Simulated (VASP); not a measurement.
# InHgO2 (P4/mmm) in VASP: single point with PBE

Aim: the single point of InHgO2 with PBE.

Everything below comes from runs of VASP 6.6.1. Logs are shortened: lines on timing, memory, paths and dates and some standing lists are left out, and cuts for length are marked.

## (1) The structure

The structure is tetragonal, space group P4/mmm (No. 123). Conventional cell: a = 4.437 Å, b = 4.437 Å, c = 3.234 Å, α = 90.00°, β = 90.00°, γ = 90.00°. Around In (site symmetry 4/mmm) lie 8 O at 2.74 Å. Around Hg (site symmetry 4/mmm) lie 4 O at 2.22 Å. Around O (site symmetry mmm) lie 2 Hg at 2.22 Å.

The cell was built by a generator and needn't be a form met in nature.

## (2) Single point, PBE

File INCAR:

```
ALGO = Fast
EDIFF = 1E-6
ENCUT = 520
GGA = PE
ISIF = 2
ISMEAR = 0
LASPH = True
LCHARG = False
LREAL = False
LWAVE = False
NBANDS = 26
NELM = 100
PREC = Accurate
SIGMA = 0.1
```

File KPOINTS:

```
k-points
0
Gamma
  10 10 14
```

File POSCAR:

```
InHgO2
1.0
    4.4365832217      0.0000000000      0.0000000000
    0.0000000000      4.4365832217      0.0000000000
    0.0000000000      0.0000000000      3.2336996687
In Hg O
1 1 2
Direct
    0.5000000000      0.5000000000      0.5000000000
    0.0000000000      0.0000000000      0.0000000000
    0.5000000000      0.0000000000      0.0000000000
    0.0000000000      0.5000000000      0.0000000000
```

Potentials or basis: VASP PAW PBE potentials, release 64 (In_d, Hg, O).

Launch:

```bash
cat potpaw_PBE.64/In_d/POTCAR potpaw_PBE.64/Hg/POTCAR potpaw_PBE.64/O/POTCAR > POTCAR
mpirun -np 1 vasp_std > vasp.out
```

OUTCAR:

```text
EDIFF = 1E-6
   ENCUT = 520
   GGA = PE
   ISIF = 2
   ISMEAR = 0
   LASPH = True
   LREAL = False
   NELM = 100
   PREC = Accurate

 ion  position               nearest neighbor table
   1  0.500  0.500  0.500-   3 2.74   4 2.74   3 2.74   4 2.74   3 2.74   3 2.74   4 2.74   4 2.74
                             2 3.53   2 3.53   2 3.53   2 3.53   2 3.53   2 3.53   2 3.53   2 3.53
   2  0.000  0.000  0.000-   3 2.22   4 2.22   4 2.22   3 2.22   1 3.53   1 3.53   1 3.53   1 3.53
                             1 3.53   1 3.53   1 3.53   1 3.53
   3  0.500  0.000  0.000-   2 2.22   2 2.22   1 2.74   1 2.74   1 2.74   1 2.74
   4  0.000  0.500  0.000-   2 2.22   2 2.22   1 2.74   1 2.74   1 2.74   1 2.74

  LATTYP: Found a simple tetragonal cell.
 ALAT       =     4.4365832217
 C/A-ratio  =     0.7288716355

  Lattice vectors:

 A1 = (   4.4365832217,   0.0000000000,   0.0000000000)
 A2 = (   0.0000000000,   4.4365832217,   0.0000000000)
 A3 = (   0.0000000000,   0.0000000000,   3.2336996687)

Analysis of symmetry for initial positions (statically):
=====================================================================
 Subroutine PRICEL returns:
 Original cell was already a primitive cell.

 Routine SETGRP: Setting up the symmetry group for a
 simple tetragonal supercell.

 Subroutine GETGRP returns: Found 16 space group operations
 (whereof 16 operations were pure point group operations)
 out of a pool of 16 trial point group operations.

The static configuration has the point symmetry D_4h.

Analysis of symmetry for dynamics (positions and initial velocities):
=====================================================================
 Subroutine PRICEL returns:
 Original cell was already a primitive cell.

 Routine SETGRP: Setting up the symmetry group for a
 simple tetragonal supercell.

 Subroutine GETGRP returns: Found 16 space group operations
 (whereof 16 operations were pure point group operations)
 out of a pool of 16 trial point group operations.

The dynamic configuration has the point symmetry D_4h.

 Subroutine INISYM returns: Found 16 space group operations
 (whereof 16 operations are pure point group operations),
 and found     1 'primitive' translations

----------------------------------------------------------------------------------------

                                     Primitive cell

  volume of cell :      63.6498

  direct lattice vectors                    reciprocal lattice vectors
     4.436583222  0.000000000  0.000000000     0.225398680  0.000000000  0.000000000
     0.000000000  4.436583222  0.000000000     0.000000000  0.225398680  0.000000000
     0.000000000  0.000000000  3.233699669     0.000000000  0.000000000  0.309243313

  length of vectors
     4.436583222  4.436583222  3.233699669     0.225398680  0.225398680  0.309243313

  position of ions in fractional coordinates (direct lattice)
     0.500000000  0.500000000  0.500000000
     0.000000000  0.000000000  0.000000000
     0.500000000  0.000000000  0.000000000
     0.000000000  0.500000000  0.000000000

  ion indices of the primitive-cell ions
   primitive index   ion index
                 1           1
                 2           2
                 3           3
                 4           4

----------------------------------------------------------------------------------------

 KPOINTS: k-points

Automatic generation of k-mesh.
 Grid dimensions read from file:
 generate k-points for:   10   10   14

 Generating k-lattice:

  Cartesian coordinates                     Fractional coordinates (reciprocal lattice)
     0.022539868  0.000000000  0.000000000     0.100000000  0.000000000  0.000000000
     0.000000000  0.022539868  0.000000000     0.000000000  0.100000000  0.000000000
     0.000000000  0.000000000  0.022088808     0.000000000  0.000000000  0.071428571

  Length of vectors
     0.022539868  0.022539868  0.022088808

  Shift w.r.t. Gamma in fractional coordinates (k-lattice)
     0.000000000  0.000000000  0.000000000

 Subroutine IBZKPT returns following result:
 ===========================================

 Found    168 irreducible k-points:

 Following reciprocal coordinates:
            Coordinates               Weight
  0.000000  0.000000  0.000000      1.000000
  0.100000  0.000000  0.000000      4.000000
  0.200000  0.000000  0.000000      4.000000
  0.300000  0.000000  0.000000      4.000000
  0.400000  0.000000  0.000000      4.000000
  0.500000  0.000000  0.000000      2.000000
[... 16 lines left out ...]
  0.100000  0.000000  0.071429      8.000000
  0.200000  0.000000  0.071429      8.000000
 [... further k-points ...]
   k-points           NKPTS =    168   k-points in BZ     NKDIM =    168   number of bands    NBANDS=     26
   number of dos      NEDOS =    301   number of ions     NIONS =      4
   total plane-waves  NPLWV =  31104
   dimension x,y,z NGX =    36 NGY =   36 NGZ =   24
   dimension x,y,z NGXF=    72 NGYF=   72 NGZF=   48
   ions per type =               1   1   2
   NGX,Y,Z   is equivalent  to a cutoff of  13.49, 13.49, 12.34 a.u.
   NGXF,Y,Z  is equivalent  to a cutoff of  26.98, 26.98, 24.68 a.u.
 SYSTEM =  unknown system
   PREC   = accura    normal or accurate (medium, high low for compatibility)
   ISTART =      0    job   : 0-new  1-cont  2-samecut
   ICHARG =      2    charge: 1-file 2-atom 10-const
   ISPIN  =      1    spin polarized calculation?
   LNONCOLLINEAR =      F non collinear calculations
   LSORBIT =      F    spin-orbit coupling
   LASPH  =      T    aspherical Exc in radial PAW
   ENCUT  =  520.0 eV  38.22 Ry    6.18 a.u.   8.25  8.25  6.01*2*pi/ulx,y,z
   NELM   =    100;   NELMIN=  2; NELMDL= -5     # of ELM steps
   EDIFF  = 0.1E-05   stopping-criterion for ELM
   LREAL  =      F    real-space projection
   EDIFFG = 0.1E-04   stopping-criterion for IOM
   NSW    =      0    number of steps for IOM
   IBRION =     -1    ionic relax: 0-MD 1-quasi-New 2-CG
   NFREE  =      0    steps in history (QN), initial steepest desc. (CG)
   ISIF   =      2    stress and relaxation
   ISYM   =      2    0-nonsym 1-usesym 2-fastsym
   POTIM  = 0.5000    time-step for ionic-motion
   TEBEG  =    0.0;   TEEND  =   0.0 temperature during run
   PSTRESS=    0.0 pullay stress
   NELECT =      37.0000    total number of electrons
   NUPDOWN=      -1.0000    fix difference up-down
   EMIN   =  10.00;   EMAX   =-10.00  energy-range for DOS
   EFERMI =   0.00;   METHOD = LEGACY
   ISMEAR =     0;   SIGMA  =   0.10  broadening in eV -4-tet -1-fermi 0-gaus
   EFERMI_NEDOS =   21; number of points for ismear=-14 and -15
   IALGO  =     68    algorithm
   IMIX   =      4    mixing-type and parameters
     AMIX     =   0.40;   BMIX     =  1.00
     AMIX_MAG =   1.60;   BMIX_MAG =  1.00
  volume/ion in A,a.u.               =      15.91       107.38
  Fermi-wavevector in a.u.,A,eV,Ry     =   1.366291  2.581915 25.398677  1.866750
  Thomas-Fermi vector in A             =   2.492444
   LORBIT       =      0    0 simple, 1 ext, 2 COOP (PROOUT), +10 PAW based schemes
   GGA     = PE    functional components
   LHFCALC =     F    Hartree Fock is set to
   AEXX    =    0.0000 exact exchange contribution
   IVDW    =     0    specifies the selected vdW correction
   LEPSILON=     F    determine dielectric tensor
   LRPA    =     F    only Hartree local field effects (RPA)
 non-spin polarized calculation
 RMM-DIIS sequential band-by-band and
 Gauss-broadening in eV      SIGMA  =   0.10
  energy-cutoff  :      520.00
  volume of cell :       63.65
 maximum number of plane-waves:      1740
 NGX is ok and might be reduce to    36
   NGX = 17   NGY = 17   NGZ = 13

 number of electron      36.9999977 magnetization

 Free energy of the ion-electron system (eV)
  ---------------------------------------------------
  ext. energy  EPLUGINS =         0.00000000
  ---------------------------------------------------
  free energy    TOTEN  =       -13.58709220 eV

  energy without entropy =      -13.57557050  energy(sigma->0) =      -13.58133135

 E-fermi :   4.7210     XC(G=0): -10.8141

 val. band max:        4.7200363679   @ k =   0.3000   0.1000   0.2857
 cond. band min:       4.7250050180   @ k =   0.4000   0.4000   0.0714
 fundamental gap:      0.0049686500
 Fermi energy:         4.7210244350

 k-point     1 :       0.0000    0.0000    0.0000
  band No.  band energies     occupation
      1     -13.6131      2.00000
      2     -13.0588      2.00000
      3      -9.8272      2.00000
      4      -9.6081      2.00000
      5      -9.5106      2.00000
      6      -9.5106      2.00000
[... 18 lines left out ...]
     25      15.1493      0.00000
     26      16.2510      0.00000

 k-point     2 :       0.1000    0.0000    0.0000
  band No.  band energies     occupation
      1     -13.5852      2.00000
      2     -13.0547      2.00000
      3      -9.8269      2.00000
      4      -9.6089      2.00000
      5      -9.5119      2.00000
      6      -9.5105      2.00000
[... 18 lines left out ...]
     25      15.0385      0.00000
     26      15.3870      0.00000

 k-point     3 :       0.2000    0.0000    0.0000
  band No.  band energies     occupation
      1     -13.5090      2.00000
      2     -13.0458      2.00000
      3      -9.8262      2.00000
      4      -9.6110      2.00000
      5      -9.5153      2.00000
      6      -9.5102      2.00000
[... 18 lines left out ...]
     25      14.6043      0.00000
     26      15.9909      0.00000

 k-point     4 :       0.3000    0.0000    0.0000
  band No.  band energies     occupation
      1     -13.4057      2.00000
      2     -13.0409      2.00000
      3      -9.8256      2.00000
      4      -9.6136      2.00000
      5      -9.5195      2.00000
      6      -9.5098      2.00000
[... 18 lines left out ...]
     25      14.4936      0.00000
     26      16.7453      0.00000
[... 496 lines left out ...]
      1     -13.5987      2.00000
      2     -13.0476      2.00000
      3      -9.8089      2.00000
      4      -9.6069      2.00000
      5      -9.5200      2.00000
      6      -9.5200      2.00000
[... 18 lines left out ...]
     25      15.9921      0.00000
     26      16.2751      0.00000

 k-point    23 :       0.1000    0.0000    0.0714
  band No.  band energies     occupation
      1     -13.5713      2.00000
      2     -13.0438      2.00000
      3      -9.8085      2.00000
      4      -9.6077      2.00000
      5      -9.5216      2.00000
      6      -9.5199      2.00000
[... 18 lines left out ...]
     25      15.3831      0.00000
     26      15.5315      0.00000

 k-point    24 :       0.2000    0.0000    0.0714
  band No.  band energies     occupation
      1     -13.4961      2.00000
      2     -13.0354      2.00000
      3      -9.8078      2.00000
      4      -9.6099      2.00000
      5      -9.5251      2.00000
      6      -9.5197      2.00000
[... 18 lines left out ...]
     25      14.6090      0.00000
     26      16.0969      0.00000

 [... further k-points ...]

------------------------ aborting loop because EDIFF is reached ----------------------------------------

  FORCE on cell =-STRESS in cart. coord.  units (eV):
  Direction    XX          YY          ZZ          XY          YZ          ZX
  --------------------------------------------------------------------------------------
  -------------------------------------------------------------------------------------
  Total        0.4638804      0.4638804     -0.0059419      0.0000000     -0.0000000      0.0000000
  in kB       11.6766878     11.6766878     -0.1495680      0.0000000     -0.0000000      0.0000000
  external PRESSURE =       7.7346025 kB  Pullay stress =       0.0000000 kB

 VOLUME and BASIS-vectors are now :
 -----------------------------------------------------------------------------
  energy-cutoff  :      520.00
  volume of cell :       63.65
      direct lattice vectors                 reciprocal lattice vectors
     4.436583222  0.000000000  0.000000000     0.225398680  0.000000000  0.000000000
     0.000000000  4.436583222  0.000000000     0.000000000  0.225398680  0.000000000
     0.000000000  0.000000000  3.233699669     0.000000000  0.000000000  0.309243313

 POSITION                                       TOTAL-FORCE (eV/Angst)
 -----------------------------------------------------------------------------------
      2.21829      2.21829      1.61685         0.000000      0.000000      0.000000
      0.00000      0.00000      0.00000         0.000000      0.000000      0.000000
      2.21829      0.00000      0.00000         0.000000      0.000000      0.000000
      0.00000      2.21829      0.00000         0.000000      0.000000      0.000000
 -----------------------------------------------------------------------------------
    total drift:                                0.000000      0.000000     -0.000000

  FREE ENERGIE OF THE ION-ELECTRON SYSTEM (eV)
  ---------------------------------------------------
  free  energy   TOTEN  =       -13.5870921988 eV

  energy  without entropy=      -13.5755705032  energy(sigma->0) =      -13.58133135
```

Run time: 3.6 min. Hardware: 1 thread of Intel Xeon Platinum 8488C (Sapphire Rapids), shared host; peak memory 0.38 GiB.

What came out:

- Free energy: -13.5871 eV
- Pressure: 0.8 GPa
- Band gap on the k mesh: none (metal or under the smearing width)

Caveat: an odd number of electrons without spin polarisation forces a metal; a magnetic or distorted state may lie lower.
